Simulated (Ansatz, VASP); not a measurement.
# BaZrO3 in two plane-wave programs

One calculation is typed for both programs; each brings its own data sets and cutoff. How far apart do they land?

Method: plane waves, with VASP 6.6.1 beside it; dielectric response at LDA, in Ansatz 0.2.0.

The database entry behind the starting cell differs from later determinations by our own check (0.1 to 0.3 % short, probably kX units), so it need not match the best structure at ambient conditions.

## 1. The structure

It takes space group Pm-3m (No. 221, cubic). The conventional cell has a = 4.181 Å, b = 4.181 Å, c = 4.181 Å, α = 90.00°, β = 90.00°, γ = 90.00°. Nearest to Ba lie 12 O at 2.96 Å. Nearest to Zr lie 6 O at 2.09 Å. Nearest to O lie 2 Zr at 2.09 Å and 4 Ba at 2.96 Å. Farther neighbours and most contacts between anions are not listed.

## 2. Ansatz: dielectric response, LDA

Ansatz runs on its default PAW (the set named soft_2) files.

The response to a field tests empty states and converges slowly with the mesh.

Input file input.yaml:

```yaml
crystal:
  lattice:
    - [4.1815, 0.0, 0.0]
    - [0.0, 4.1815, 0.0]
    - [0.0, 0.0, 4.1815]
  atoms:
    - { symbol: Ba, position: [0.5, 0.5, 0.5] }
    - { symbol: Zr, position: [0.0, 0.0, 0.0] }
    - { symbol: O, position: [0.5, 0.0, 0.0] }
    - { symbol: O, position: [0.0, 0.5, 0.0] }
    - { symbol: O, position: [0.0, 0.0, 0.5] }
hamiltonian:
  xc: lda
  pseudopotentials: { kind: paw }
kpoints:
  mp_grid: { grid: [6, 6, 6] }
scf:
  occupations: { method: fixed }
dielectric:
  method: response
```

Run with:

```sh
> ansatz run input.yaml --threads 2 --pin off --max-ram 4608MiB --backend cpu --events-out ev --progress --plain --runs-dir out
```

Numbers of over 12 decimals in the logs are rounded to 6 here.

What it wrote:

```text
Engine: ansatz 0.2.0, aarch64-unknown-linux-gnu
Pseudopotentials: kind: paw
Pseudopotential: Ba, paw, valence charge 10, recommended cutoff 420 eV (normal), Ba.paw.azcp
Pseudopotential: Zr, paw, valence charge 12, recommended cutoff 420 eV (normal), Zr.paw.azcp
Pseudopotential: O, paw, valence charge 6, recommended cutoff 420 eV (normal), O.paw.azcp
Functional definition: SPW92
  exchange = slater_x
  correlation = pw_c
Crystal: 5 atoms, lattice volume = 73.113 Å³
Basis set: ecut = 420 eV, 1365 PW (Γ), exchange–correlation on 60×60×60 points (8 copies of the dense FFT grid, shifted against one another)
Bands: 25, of which v1, the nominal top of the filled ones, is band 20 counted from 1 (19 counted from 0)
Symmetry: 48 space group operations
k-points: 40 of 216 (irreducible under 8 space group operations, time reversal used)
Non-local potential: Ba, projectors of the file, l = 0: 3, l = 1: 2, l = 2: 2, l = 3: 2
Non-local potential: Zr, projectors of the file, l = 0: 3, l = 1: 2, l = 2: 2, l = 3: 2
Non-local potential: O, projectors of the file, l = 0: 2, l = 1: 2, l = 2: 1
PAW form: soft (Blöchl's): semilocal exchange-correlation on the pseudo side does not see the compensation charge
PAW frozen core: Ba, regenerated for the run's functional, and the local potential with it (the file was generated under x = pbe(κ = 0.804, μ = 0.219515), c = pbe(β = 0.066725))
PAW frozen core: Zr, regenerated for the run's functional, and the local potential with it (the file was generated under x = pbe(κ = 0.804, μ = 0.219515), c = pbe(β = 0.066725))
PAW frozen core: O, regenerated for the run's functional, and the local potential with it (the file was generated under x = pbe(κ = 0.804, μ = 0.219515), c = pbe(β = 0.066725))
PAW one-centre angular grid: Ba, 194 points (default); XC on 64 Gauss nodes
PAW one-centre angular grid: Zr, 590 points (default); XC on 64 Gauss nodes
PAW one-centre angular grid: O, 110 points (default); XC on 64 Gauss nodes
Initial density: superposition of atomic densities (neutral atoms: chi_scale 0, normalization atom), corrected by the library's trained network
Initial wavefunctions: pseudopotential atomic-orbital guess
Functional: x = slater, c = lda
SCF iter   1: F=—  HF=-11532.413552 eV  |F-HF|=—  |Δ(HF+E_count)|=         —  Δρ=1.66e-2  dr2=1.89e-1  ethr=1.77e-3  ⟨swp⟩=4.5  Hψ=4319  notcnv=0  defer=88
preconditioner: auto → Resta (q_TF=auto, 2.467 Å⁻¹)  ε∞=3.8  [insulator: Δε(μ)=2.881 eV  Ē_g=15.934 eV  n_scr=18 (ndim 8)  ℏωp=26.8 eV  f_vac=0.000  ε∞_Penn≈3.8]
SCF iter   2: F=—  HF=-11532.372320 eV  |F-HF|=—  |Δ(HF+E_count)|=   4.12e-2  Δρ=6.25e-3  dr2=1.43e-2  ethr=4.73e-4  ⟨swp⟩=2.1  Hψ=1887  notcnv=0  defer=103
SCF iter   3: F=—  HF=-11532.368621 eV  |F-HF|=—  |Δ(HF+E_count)|=   3.70e-3  Δρ=2.08e-3  dr2=1.62e-3  ethr=3.58e-5  ⟨swp⟩=2.3  Hψ=1659  notcnv=0  defer=111
SCF iter   4: F=—  HF=-11532.368181 eV  |F-HF|=—  |Δ(HF+E_count)|=   4.39e-4  Δρ=2.06e-4  dr2=1.89e-5  ethr=4.04e-6  ⟨swp⟩=2.1  Hψ=1576  notcnv=0  defer=107
SCF iter   5: F=—  HF=-11532.368181 eV  |F-HF|=—  |Δ(HF+E_count)|=   8.87e-9  Δρ=2.82e-5  dr2=5.69e-7  ethr=4.73e-8  ⟨swp⟩=1.6  Hψ=1229  notcnv=0  defer=53
SCF iter   6: F=—  HF=-11532.368182 eV  |F-HF|=—  |Δ(HF+E_count)|=   1.97e-7  Δρ=6.41e-6  dr2=2.95e-8  ethr=1.42e-9  ⟨swp⟩=2.3  Hψ=1654  notcnv=0  defer=44
SCF iter   7: F=—  HF=-11532.368182 eV  |F-HF|=—  |Δ(HF+E_count)|=   1.27e-8  Δρ=1.03e-6  dr2=7.07e-10  ethr=7.38e-11  ⟨swp⟩=2.2  Hψ=1414  notcnv=0  defer=44
SCF iter   8: F=-11532.368182 eV  HF=-11532.368182 eV  |F-HF|=1.82e-12  |Δ(HF+E_count)|=  2.56e-10  Δρ=1.36e-7  dr2=9.87e-12  ethr=1.00e-12  ⟨swp⟩=9.3  Hψ=4665  notcnv=0
SCF 1 converged in 8 iterations: F = -11532.368182 eV  dr2 = 9.87e-12
  greatest PAW one-centre occupation: 0.997 electrons in one spin orbital (limit 2), on the Zr atom at site 1 (counted from 0), in its partial waves of l = 0
DFPT response loops at Γ: preconditioner auto → none (the input reference at scf.mixing.eps_inf says where Resta's filter doesn't serve); β = 0.50; Broyden in place of MSR1
── the response to a field inside a basis, on 6×6×6 k-points: an SCF that follows is theirs, and a resumed run solves both again ──
Bands: 21, of which v1, the nominal top of the filled ones, is band 20 counted from 1 (19 counted from 0)
k-points: 10 of 216
Initial density: handed on by an earlier stage of this run
Initial wavefunctions: pseudopotential atomic-orbital guess (no wavefunctions were taken with the density)
Eigensolver: Dense (10 Hₖ)
SCF iter   1: F=—  HF=-11532.373659 eV  |F-HF|=—  |Δ(HF+E_count)|=         —  Δρ=6.66e-4  dr2=5.52e-5  ethr=1.00e-1
preconditioner: auto → Resta (q_TF=auto, 2.467 Å⁻¹)  ε∞=4.2  [insulator: Δε(μ)=3.536 eV  Ē_g=14.928 eV  n_scr=18 (ndim 8)  ℏωp=26.8 eV  f_vac=0.000  ε∞_Penn≈4.2]
SCF iter   2: F=—  HF=-11532.373640 eV  |F-HF|=—  |Δ(HF+E_count)|=   1.89e-5  Δρ=3.01e-4  dr2=2.08e-5  ethr=1.38e-7
SCF iter   3: F=—  HF=-11532.373635 eV  |F-HF|=—  |Δ(HF+E_count)|=   4.32e-6  Δρ=1.39e-4  dr2=2.20e-6  ethr=5.19e-8
SCF iter   4: F=-11532.373635 eV  HF=-11532.373635 eV  |F-HF|=1.07e-8  |Δ(HF+E_count)|=   7.43e-7  Δρ=5.24e-6  dr2=1.66e-8  ethr=5.50e-9
SCF 1 converged in 4 iterations: F = -11532.373635 eV  dr2 = 1.66e-8
DFPT response loops at Γ: mixed as the last ones told, above
SCF converged after 8 iterations
Free energy (F): -11532.368182 eV
Harris-Foulkes:  -11532.368182 eV  (|F-HF|=1.82e-12)
Internal energy: -11532.368182 eV  (E = F + TS)
E sigma→0 (E₀):  -11532.368182 eV
Fermi energy:    9.537541 eV
--- Per-component energies (eV) ---
  E_band       = -98.680182
  E_kinetic    = 1029.816278
  E_local      = -1937.103995  (includes V_loc(G=0)·N_el)
  E_nonlocal   = 288.948080
  E_hartree    = 680.789946
  E_xc         = -549.093711
  E_vxc        = -611.614946  (∫ρ·V_xc dr)
  E_paw        = -8346.559945  (= ΣΔE_a)
  E_vpaw       = -230.312984  (= ΣTr[D̂ρ^β])
  E_aug_tail   = 0.007532  (compensation charges beyond the density's cutoff)
  E_ewald      = -2700.116047
  E_core_change = 0.943681  (= ΣΔE_core)
  E_smearing   = -0.000000  (= −TS)
  E_closure    = 0.000000  (closes the sum)
  Σ components = -11532.368182   (vs F -11532.368182, Δ=0.00e0)
--- Band table (eV; the first three rows and the last of 40) ---
  k-point 0: bands = [... 16 lower, 8.5119, 9.3544, 9.3544, 9.3544, 12.6832, 12.6832, 12.6832, 14.1709, ... 1 higher]
  k-point 1: bands = [... 16 lower, 8.3187, 8.6877, 9.2664, 9.2664, 12.7666, 13.3023, 13.3023, 14.6003, ... 1 higher]
  k-point 2: bands = [... 16 lower, 7.9691, 7.9848, 9.1595, 9.1595, 12.9534, 14.5425, 14.5425, 15.4945, ... 1 higher]
  k-point 39: bands = [... 16 lower, 7.0233, 9.5375, 9.5375, 9.5375, 15.5779, 15.5779, 15.5779, 16.5675, ... 1 higher]
--- Dielectric response (ions clamped): 3 representative field directions + reference, inside a basis on a mesh of 216 k-points (Σ response iterations 15) ---
  ε∞ (high-frequency dielectric tensor):
        4.909988    -0.000000     0.000000
       -0.000000     4.909988     0.000000
        0.000000     0.000000     4.909988
  Born effective charges Z* (e; rows j = field, columns β = displacement):
    site 0:
         2.73497    0.00000   -0.00000
        -0.00000    2.73497    0.00000
        -0.00000    0.00000    2.73497
    site 1:
         6.08915   -0.00000   -0.00000
        -0.00000    6.08915    0.00000
        -0.00000    0.00000    6.08915
    site 2:
        -4.78810    0.00000   -0.00000
         0.00000   -2.01801    0.00000
        -0.00000    0.00000   -2.01801
    site 3:
        -2.01801   -0.00000    0.00000
        -0.00000   -4.78810    0.00000
        -0.00000    0.00000   -2.01801
    site 4:
        -2.01801    0.00000   -0.00000
        -0.00000   -2.01801    0.00000
         0.00000    0.00000   -4.78810
  Z* charge neutrality: 1.008e-2 e pre-enforcement
  solved inside a basis spanned on kpoints, on 6×6×6 k-points, its susceptibility summed on 10×10×10: ε∞ is read to err by 1.6e-2, Z* by 3.3e-2 e (field_mesh: kpoints solves on kpoints); Z* is corrected for what the basis lacks
```

Run time: 45 s. Hardware: 2 threads of Arm Neoverse N1, shared host; peak memory 0.6 GiB.

(Continued in part 2 of 2.)

[Lines on the potential files, build, host, timing and source positions are cut from VASP's logs without a mark.]

[Logs are printed without paths, hosts, clocks, repeated set-up lines and the standing remarks that a program may print on its own settings, such as how far it seeks lower states.]

[Hosts, paths, dates, database ids (printed as entryN), source tags and the programs' standing remarks are cut or masked in the printed files.]
